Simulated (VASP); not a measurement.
Here is the system:

```
Mg
1.0
    1.60671    -2.78290     0.00000
    1.60671     2.78290     0.00000
    0.00000     0.00000     5.10691
Mg
2
Direct
  0.33333   0.66667   0.25000
  0.66667   0.33333   0.75000
```

Calculation: PW91 GGA, VASP's PBE PAW potentials (set 64) (plane waves; VASP). Run with 520 eV cut-off, Gaussian smearing of 0.050 eV, potentials Mg.

Question: Give the energies of bands 1 to 5 at the high-symmetry points, in eV from the Fermi level.

Answer: 
```json
[
 {"band": "1", "Γ": "-6.98", "M": "-2.25", "K": "-0.72", "A": "-5.55", "L": "-1.16", "H": "0.11"},
 {"band": "2", "Γ": "-1.60", "M": "-2.23", "K": "-0.72", "A": "-5.55", "L": "-1.16", "H": "0.11"},
 {"band": "3", "Γ": "-1.08", "M": "2.66", "K": "-0.70", "A": "5.34", "L": "-0.51", "H": "0.64"},
 {"band": "4", "Γ": "10.71", "M": "3.06", "K": "4.11", "A": "5.34", "L": "-0.51", "H": "0.64"},
 {"band": "5", "Γ": "10.73", "M": "3.41", "K": "4.11", "A": "11.47", "L": "7.86", "H": "1.44"}
]
```

It has no gap at this level: it comes out as a metal or semimetal.

The compound is Mg in the hcp structure. It was relaxed first.
